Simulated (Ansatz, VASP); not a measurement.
# H26C12S3O7 in two plane-wave programs

Wanted: the spread between two codes on one cell, functional and k mesh. The cell is taken from a series of runs on this material, whose earlier steps may have relaxed, scaled, displaced or heated it; both programs get it as it stands.

Program: Ansatz 0.2.0. Level of theory: plane waves, with VASP 6.6.1 beside it; single point at PBE with D3(BJ). Results are calculated unless marked as measured.

## 1. The starting structure

The cell holds 192 atoms: 28 O, 12 S, 48 C and 104 H. Its edges and angles: a = 12.390 Å, b = 12.373 Å, c = 12.371 Å, α = 88.2°, β = 91.8°, γ = 88.6°.

## 2. Ansatz: single point, PBE with D3(BJ)

Ansatz runs on its default PAW (the set named soft_2) files.

A single point gives forces, pressure and levels at one fixed geometry, so differences don't come from the geometry; what else differs is listed under the comparison.

The input, input.yaml:

```yaml
crystal:
  lattice:
    - [12.38753, 0.14973, -0.19093]
    - [0.14973, 12.37102, 0.19653]
    - [-0.19093, 0.19653, 12.36807]
  atoms:
    - { symbol: O, position: [0.91722, 0.49725, 0.00336] }
    - { symbol: S, position: [0.9995, 0.42053, 0.0496] }
    - { symbol: O, position: [8.0e-05, 0.31084, 0.00826] }
    - { symbol: C, position: [0.9986, 0.41358, 0.19492] }
    - { symbol: C, position: [0.11754, 0.39723, 0.22705] }
    - { symbol: C, position: [0.18073, 0.47602, 0.15525] }
    - { symbol: C, position: [0.13372, 0.47527, 0.03899] }
    - { symbol: H, position: [0.96424, 0.4904, 0.22172] }
    - { symbol: H, position: [0.94518, 0.34834, 0.2189] }
    - { symbol: H, position: [0.14405, 0.31353, 0.21438] }
    - { symbol: H, position: [0.13216, 0.41232, 0.31302] }
    - { symbol: H, position: [0.17302, 0.55836, 0.18497] }
    - { symbol: H, position: [0.26703, 0.45397, 0.1575] }
    - { symbol: H, position: [0.17835, 0.42158, 0.9864] }
    - { symbol: H, position: [0.12408, 0.55597, 0.00024] }
    - { symbol: O, position: [0.14701, 0.77295, 0.16695] }
    - { symbol: S, position: [0.12416, 0.82769, 0.26764] }
    - { symbol: O, position: [0.09815, 0.94358, 0.26045] }
    - { symbol: C, position: [0.23492, 0.79602, 0.36344] }
    - { symbol: C, position: [0.19698, 0.7028, 0.43715] }
    - { symbol: C, position: [0.0909, 0.65797, 0.38931] }
    - { symbol: C, position: [0.02442, 0.75263, 0.33857] }
    - { symbol: H, position: [0.30491, 0.77694, 0.3149] }
    - { symbol: H, position: [0.25095, 0.87047, 0.40589] }
    - { symbol: H, position: [0.18157, 0.73348, 0.5175] }
    - { symbol: H, position: [0.2594, 0.63857, 0.44661] }
    - { symbol: H, position: [0.10828, 0.5992, 0.32734] }
    - { symbol: H, position: [0.04519, 0.61601, 0.45142] }
    - { symbol: H, position: [0.99091, 0.80579, 0.39928] }
    - { symbol: H, position: [0.96087, 0.73053, 0.28026] }
[... 156 atom lines left out ...]
    - { symbol: O, position: [0.84461, 0.69478, 0.09167] }
    - { symbol: H, position: [0.76876, 0.70677, 0.06898] }
    - { symbol: H, position: [0.8623, 0.62213, 0.06691] }
    - { symbol: O, position: [0.21647, 0.74347, 0.76746] }
    - { symbol: H, position: [0.21234, 0.79845, 0.82263] }
    - { symbol: H, position: [0.14533, 0.74735, 0.73098] }
kpoints:
  mp_grid: { grid: [1, 1, 1] }
hamiltonian:
  xc: pbe
  dispersion: d3bj
scf:
  occupations: { method: fixed }
output:
  forces: true
  stress: true
  populations: intrinsic
  dos:
    method: { smearing: { sigma: 0.1 } }
    de: 0.1
    projected: { site_lists: { C: [C], H: [H], O: [O], S: [S] } }
  eigenvalues: true
  write_density: true
  write_potential: true
  volumetric_format: npy
```

The run is started by

```bash
ansatz run input.yaml --threads 4 --pin off --max-ram 8192MiB --backend cpu --events-out ev --progress --plain --runs-dir out
```

Numbers of over 12 decimals in the logs are rounded to 6 here.

Output:

```text
Engine: ansatz 0.2.0, x86_64-unknown-linux-gnu
Pseudopotentials: kind: paw
Pseudopotential: O, paw, valence charge 6, recommended cutoff 420 eV (normal), O.paw.azcp
Pseudopotential: S, paw, valence charge 6, recommended cutoff 420 eV (normal), S.paw.azcp
Pseudopotential: C, paw, valence charge 4, recommended cutoff 420 eV (normal), C.paw.azcp
Pseudopotential: H, paw, valence charge 1, recommended cutoff 420 eV (normal), H.paw.azcp
Functional definition: PBE
  parameter kappa = 0.804
  parameter beta = 0.066725
  exchange = pbe_x(kappa = kappa, mu = beta*pi^2/3)
  correlation = pbe_c(beta = beta)
Crystal: 192 atoms, lattice volume = 1894.144 Å³
Basis set: ecut = 420 eV, 37059 PW (Γ), exchange–correlation on 180×180×180 points (8 copies of the dense FFT grid, shifted against one another)
Bands: 460, of which v1, the nominal top of the filled ones, is band 268 counted from 1 (267 counted from 0)
Symmetry: 1 space group operations
Space group: P1 (ITA 1), of the structure as read, at distance tolerance 1.2e-4 Å
k-points: 1
Non-local potential: O, projectors of the file, l = 0: 2, l = 1: 2, l = 2: 1
Non-local potential: S, projectors of the file, l = 0: 2, l = 1: 2, l = 2: 2
Non-local potential: C, projectors of the file, l = 0: 2, l = 1: 2, l = 2: 1
Non-local potential: H, projectors of the file, l = 0: 2, l = 1: 1
PAW form: soft (Blöchl's): semilocal exchange-correlation on the pseudo side does not see the compensation charge
PAW one-centre angular grid: O, 110 points (default); XC on 64 Gauss nodes
PAW one-centre angular grid: S, 110 points (default); XC on 64 Gauss nodes
PAW one-centre angular grid: C, 110 points (default); XC on 64 Gauss nodes
PAW one-centre angular grid: H, 110 points (default); XC on 64 Gauss nodes
Initial density: superposition of atomic densities (neutral atoms: chi_scale 0, normalization atom), corrected by the library's trained network
Initial wavefunctions: pseudopotential atomic-orbital guess
Functional: x = pbe(κ = 0.804, μ = 0.219515), c = pbe(β = 0.066725)
SCF iter   1: F=—  HF=-40423.296075 eV  |F-HF|=—  |Δ(HF+E_count)|=         —  Δρ=6.45e-3  dr2=9.89e-1  ethr=1.77e-3  ⟨swp⟩=5.0  Hψ=1729  notcnv=0  defer=189
preconditioner: auto → Resta (q_TF=auto, 2.211 Å⁻¹)  ε∞=2.5  [insulator: Δε(μ)=5.613 eV  Ē_g=16.054 eV  n_scr=352 (ndim 8)  ℏωp=19.8 eV  f_vac=0.184  ε∞_Penn≈2.5]
SCF iter   2: F=—  HF=-40423.033073 eV  |F-HF|=—  |Δ(HF+E_count)|=   2.63e-1  Δρ=3.70e-3  dr2=1.59e-1  ethr=1.85e-4  ⟨swp⟩=2.0  Hψ=785  notcnv=0  defer=190
SCF iter   3: F=—  HF=-40423.025133 eV  |F-HF|=—  |Δ(HF+E_count)|=   7.94e-3  Δρ=1.42e-3  dr2=3.83e-2  ethr=2.96e-5  ⟨swp⟩=3.0  Hψ=543  notcnv=0  defer=190
SCF iter   4: F=—  HF=-40423.029082 eV  |F-HF|=—  |Δ(HF+E_count)|=   3.95e-3  Δρ=7.08e-4  dr2=9.99e-3  ethr=7.15e-6  ⟨swp⟩=4.0  Hψ=541  notcnv=0  defer=190
SCF iter   5: F=—  HF=-40423.029147 eV  |F-HF|=—  |Δ(HF+E_count)|=   6.42e-5  Δρ=2.07e-4  dr2=1.01e-3  ethr=1.86e-6  ⟨swp⟩=3.0  Hψ=541  notcnv=0  defer=190
SCF iter   6: F=—  HF=-40423.029198 eV  |F-HF|=—  |Δ(HF+E_count)|=   5.12e-5  Δρ=1.03e-4  dr2=2.09e-4  ethr=1.88e-7  ⟨swp⟩=2.0  Hψ=540  notcnv=0  defer=190
SCF iter   7: F=—  HF=-40423.029146 eV  |F-HF|=—  |Δ(HF+E_count)|=   5.21e-5  Δρ=2.20e-5  dr2=1.06e-5  ethr=3.90e-8  ⟨swp⟩=2.0  Hψ=536  notcnv=0  defer=189
SCF iter   8: F=—  HF=-40423.032145 eV  |F-HF|=—  |Δ(HF+E_count)|=   3.00e-3  Δρ=8.92e-6  dr2=1.70e-6  ethr=1.97e-9  ⟨swp⟩=2.0  Hψ=726  notcnv=0  defer=189
SCF iter   9: F=—  HF=-40423.032146 eV  |F-HF|=—  |Δ(HF+E_count)|=   4.70e-7  Δρ=4.10e-6  dr2=3.00e-7  ethr=3.18e-10  ⟨swp⟩=2.0  Hψ=525  notcnv=0  defer=189
SCF iter  10: F=-40423.032146 eV  HF=-40423.032146 eV  |F-HF|=2.87e-8  |Δ(HF+E_count)|=   3.57e-9  Δρ=2.09e-6  dr2=7.49e-8  ethr=1.87e-11  ⟨swp⟩=22.0  Hψ=4680  notcnv=0
SCF 1 converged in 10 iterations: F = -40423.032146 eV  dr2 = 7.49e-8
  greatest PAW one-centre occupation: 0.880 electrons in one spin orbital (limit 2), on the O atom at site 165 (counted from 0), in its partial waves of l = 0
[...]
--- intrinsic populations: 192 sites ---
  site symbol       q [e]
     0      O      6.8873
     1      S      3.9942
     2      O      6.9128
     3      C      4.5432
     4      C      4.3248
     5      C      4.3145
     6      C      4.5560
     7      H      0.7880
     8      H      0.7848
     9      H      0.8260
    10      H      0.8047
    11      H      0.8247
    12      H      0.8240
    13      H      0.7939
    14      H      0.7860
    15      O      6.9026
    16      S      3.9890
    17      O      6.8979
    18      C      4.5380
    19      C      4.3374
    20      C      4.3048
    21      C      4.5487
    22      H      0.7898
    23      H      0.8041
[...]
184      H      0.6342
   185      H      0.6185
   186      O      6.7774
   187      H      0.6164
   188      H      0.6171
   189      O      6.8307
   190      H      0.6167
   191      H      0.6159
  spilling = -0.000000 (of n_electrons = 536.000000)
```

## 3. VASP: single point, PBE with D3(BJ)

The same cell, functional and mesh now go to VASP, with its own data sets.

Lines of VASP's logs that name or quote its potential files are left out, and so is its time.

The input, INCAR:

```
SYSTEM = H26C12S3O7
PREC = Accurate
ENCUT = 600
EDIFF = 1E-06
NELM = 120
ISMEAR = 0
SIGMA = 0.01
LREAL = Auto
ALGO = Normal
GGA = PE
IVDW = 12
NBANDS = 402
LORBIT = 11
LWAVE = .FALSE.
LCHARG = .FALSE.
ISIF = 2
LASPH = .TRUE.
GGA_COMPAT = .FALSE.
EFERMI = MIDGAP
```

The input, POSCAR:

```
H26C12S3O7
1.0
   12.3875300000      0.1497300000     -0.1909300000
    0.1497300000     12.3710200000      0.1965300000
   -0.1909300000      0.1965300000     12.3680700000
O S C H
28 12 48 104
Direct
    0.9172200000      0.4972500000      0.0033600000
    0.0000800000      0.3108400000      0.0082600000
    0.1470100000      0.7729500000      0.1669500000
    0.0981500000      0.9435800000      0.2604500000
    0.8220500000      0.1916600000      0.4065400000
    0.9402200000      0.3131900000      0.5145500000
    0.7442400000      0.1668800000      0.7630700000
    0.6696600000      0.3376000000      0.6705000000
    0.3199000000      0.2631800000      0.6917500000
    0.3003400000      0.3571400000      0.8666100000
    0.7317000000      0.4523300000      0.2150600000
    0.8454700000      0.5651200000      0.3378900000
    0.0223700000      0.7471400000      0.6334700000
    0.8513000000      0.8432500000      0.5682600000
    0.2364800000      0.8993100000      0.9320300000
    0.1824900000      0.0606700000      0.8128400000
    0.2862400000      0.2319100000      0.3652400000
    0.3443600000      0.4184100000      0.4107700000
    0.5453800000      0.8556300000      0.9044000000
    0.6273000000      0.6969400000      0.0103700000
    0.5945100000      0.0894500000      0.0398300000
    0.6559100000      0.9290600000      0.1564100000
    0.4961900000      0.7141200000      0.6446500000
    0.5252700000      0.8186900000      0.4725500000
    0.4618800000      0.9245200000      0.2775100000
    0.0005500000      0.8061000000      0.9802400000
    0.8446100000      0.6947800000      0.0916700000
    0.2164700000      0.7434700000      0.7674600000
    0.9995000000      0.4205300000      0.0496000000
    0.1241600000      0.8276900000      0.2676400000
[... 156 atom lines left out ...]
    0.9446300000      0.7689200000      0.0217600000
    0.0637800000      0.8025100000      0.0293000000
    0.7687600000      0.7067700000      0.0689800000
    0.8623000000      0.6221300000      0.0669100000
    0.2123400000      0.7984500000      0.8226300000
    0.1453300000      0.7473500000      0.7309800000
```

The input, KPOINTS:

```
Automatic mesh
0
Gamma
1 1 1
0 0 0
```

The projector-augmented-wave data sets are O, S, C and H (PBE family, release 64).

The run is started by

```bash
export OMP_NUM_THREADS=3
mpirun -np 1 vasp_gam
```

Output:

```text
[banner, memory and clock lines left out]
running    1 mpi-ranks, on    1 nodes
[...]
Offloading initialized ...    1 GPUs detected
[...]
LDA part: xc-table for (Slater+PW92), standard interpolation
 POSCAR, INCAR and KPOINTS ok, starting setup
[...]
entering main loop
       N       E                     dE             d eps       ncg     rms          rms(c)
DAV:   1     0.436892002986E+04    0.43689E+04   -0.30803E+05   812   0.140E+03
DAV:   2    -0.670551762600E+03   -0.50395E+04   -0.47766E+04  1014   0.309E+02
DAV:   3    -0.115603659494E+04   -0.48548E+03   -0.48107E+03  1000   0.984E+01
DAV:   4    -0.116735470721E+04   -0.11318E+02   -0.11262E+02  1024   0.165E+01
[...]
DAV:  18    -0.105537140378E+04    0.14738E-05   -0.11670E-05   984   0.638E-03    0.686E-03
DAV:  19    -0.105537140231E+04    0.14709E-05   -0.19102E-06   720   0.429E-03    0.251E-03
DAV:  20    -0.105537140197E+04    0.33269E-06   -0.12531E-06   736   0.279E-03
   1 F= -.10675619E+04 E0= -.10675619E+04  d E =0.000000E+00
```

Parts of OUTCAR (step 3):

```text
  FREE ENERGIE OF THE ION-ELECTRON SYSTEM (eV)
  ---------------------------------------------------
  free  energy   TOTEN  =     -1067.5619137593 eV

  energy  without entropy=    -1067.5619137593  energy(sigma->0) =    -1067.56191376
```

The run ends at a pressure of -0.42 GPa, with forces up to 0.23 eV/Å.

## 4. Differences

Known differences besides the potentials themselves: fixed occupations in Ansatz, narrow Gaussian smearing in VASP; the cutoff is 420 eV in Ansatz and 600 eV in VASP (PREC = Accurate, projectors in real space). Total energies have different zeros and are not compared.

Both answers:

| quantity | Ansatz | VASP | difference |
| --- | --- | --- | --- |
| pressure (GPa) | -0.01 | -0.42 | +0.41 |
| gap on the k mesh (eV) | 5.624 | 5.612 | +0.012 |

Forces on 7 of the 192 atoms, those with the largest forces and the largest differences (eV/Å; atoms numbered as in POSCAR):

| atom | Ansatz x, y, z | VASP x, y, z |
| --- | --- | --- |
| O3 | 0.003, -0.004, 0.026 | -0.041, 0.100, 0.198 |
| O4 | 0.005, -0.005, 0.005 | 0.049, -0.219, 0.004 |
| O9 | 0.002, 0.002, -0.002 | -0.099, 0.150, 0.126 |
| O16 | -0.003, 0.002, -0.002 | 0.073, -0.082, 0.188 |
| O17 | 0.002, 0.000, 0.003 | 0.159, 0.150, 0.034 |
| O19 | 0.001, -0.008, 0.004 | -0.023, -0.199, 0.114 |
| O23 | -0.008, 0.000, 0.001 | 0.011, 0.193, -0.108 |

The forces differ by 53 meV/Å r.m.s., where the r.m.s. force is 0.004 eV/Å in Ansatz and 0.054 eV/Å in VASP: the atoms lie near their places of rest in Ansatz, so a percentage would say little (all taken over all components). A gap on the mesh is an upper bound, since the band edges may lie between its points.

## 5. What came out

| Property | Result |
| --- | --- |
| r.m.s. force difference (single point, PBE with D3(BJ)) | 53 meV/Å |

What this shows: The r.m.s. force difference is 53 meV/Å (single point, PBE with D3(BJ)), beyond the 12 meV/Å picked in this series as the mark of a large difference. What causes the difference of the single point, PBE with D3(BJ) pair stays open here. How closely two codes agree says nothing of how well the functional describes the real material.

[Lines on the potential files, build, host, timing and source positions are cut from VASP's logs without a mark.]

[Logs are printed without paths, hosts, clocks, repeated set-up lines and the standing remarks that a program may print on its own settings, such as how far it seeks lower states.]

[Hosts, paths, dates, database ids (printed as entryN), source tags and the programs' standing remarks are cut or masked in the printed files.]
